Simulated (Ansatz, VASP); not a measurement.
Two plane-wave programs on TiB2N3

```
Ti B N
1.0
     4.05753    0.00000    0.00000
     0.00000    4.05753    0.00000
     0.00000    0.00000    3.65070
Ti B N
1 2 3
Direct
  0.00000 0.00000 0.00831
  0.00000 0.00000 0.52200
  0.50000 0.50000 0.37407
  0.50000 0.00000 0.80892
  0.00000 0.50000 0.80892
  0.50000 0.50000 0.71891
```

Alike in both runs: task single point; functional PBE; k mesh 4 × 4 × 6; occupations gaussian, width 0.1 eV; collinear spin.

|  | VASP | Ansatz |
| --- | --- | --- |
| version | VASP 6.6.1 | Ansatz 0.2.0 |
| potentials or method | VASP PAW PBE potentials, release 64 (Ti_sv, B, N) | scalar-relativistic, plane waves, PAW |
| plane-wave cutoff (eV) | 520 | 420 |
| valence electrons in the cell | 33 | 33 |

|  | VASP | Ansatz | Ansatz less VASP |
| --- | --- | --- | --- |
| gap on the k mesh at the Fermi level (eV) | none | none | - |
| pressure (GPa) | 15.6 | 15.8 | +0.20 |
| largest component of the traceless stress (GPa) | 63.55 | 63.77 | +0.227 |
| rms of the force components (eV/Å) | 2.216 | 2.214 | -0.0025 |
| net moment per atom (μB) | 0.00 | 0.00 | 0.000 |

Atom by atom the forces differ by 0.016 eV/Å (rms over components). A gap of «none» marks a metal or a gap that the smearing closes. The functional is the same, so the differences come from potentials, cutoffs and numerics. Ansatz warned: «seeded_moment_not_kept».

Caveats: the k mesh is coarse (spacing up to 0.39 Å⁻¹), so the values aren't converged; so large a pressure means that the cell lies far from this level's equilibrium, or that cutoff or potentials fall short (VASP); forces of over 1 eV/Å show positions far from the minimum, so gaps and moduli don't describe the material at rest.
